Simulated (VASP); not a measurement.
Runs of VASP 6.6.1 on ZrB2. Symmetry: P6/mmm, No. 191, hexagonal system. Conventional cell: a = 3.170 Å, b = 3.170 Å, c = 3.533 Å, α = 90.00°, β = 90.00°, γ = 120.00°. Around Zr (site symmetry 6/mmm) lie 12 B at 2.54 Å. B (site symmetry -6m2) is surrounded by 3 B at 1.83 Å. 

```csv
level,potentials or basis,gap on the mesh (eV),pressure (GPa),relaxed volume (Å³/atom)
PBE,"VASP PAW PBE potentials, release 64 (Zr_sv, B)",none,0.0,10.29
LDA,"VASP PAW LDA potentials, release 64 (Zr_sv, B)",none,0.1,9.90
PBE+D3(BJ),"VASP PAW PBE potentials, release 64 (Zr_sv, B)",none,0.0,(a)
r2SCAN,"VASP PAW PBE potentials, release 64 (Zr_sv, B)",none,0.0,10.29
PBEsol,"VASP PAW PBE potentials, release 64 (Zr_sv, B)",none,0.0,10.09
```

Alike in all rows: task relaxation of cell and atoms; no spin polarisation; cell relaxed; k mesh 15 × 15 × 10; cutoff (eV) 600; smearing methfessel-paxton 0.1 eV.

Task: Fill in the values left out.

Result: (a) 10.03.

Caveats: the PAW data sets were made with another functional, which shifts forces and pressure a little (some runs); pairwise dispersion overbinds metals, which lowers pressure and volume (some runs).

A k mesh can miss the band edges, and the runs leave out spin-orbit coupling on Zr.

A gap of «none» marks a metal or a gap under the smearing width.

Not every run made on this cell is shown here.
